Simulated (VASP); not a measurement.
Consider the following.

```
GaSb
1.0
    0.00000     3.05000     3.05000
    3.05000     0.00000     3.05000
    3.05000     3.05000     0.00000
Ga Sb
1 1
Direct
  0.00000   0.00000   0.00000
  0.25000   0.25000   0.25000
```

Method: PBE GGA, VASP's PBE PAW potentials (set 64) (plane waves; VASP 6.6.1). Run with 400 eV cut-off, 6×6×6 Monkhorst-Pack mesh, Gaussian smearing of 0.050 eV, potentials Ga_d Sb.

Question: Give the stress tensor in GPa (positive for a compressed cell).

Answer: 
```
2.75  0.00  0.00
0.00  2.75  0.00
0.00  0.00  2.75
```
The pressure is its mean diagonal, 2.75 GPa.

The compound is GaSb in the zinc blende structure. The cell was not relaxed at this level. The run is one of a series of settings (KPOINTS 6×6×6 Monkhorst-Pack mesh against the base run), some of them coarse on purpose.
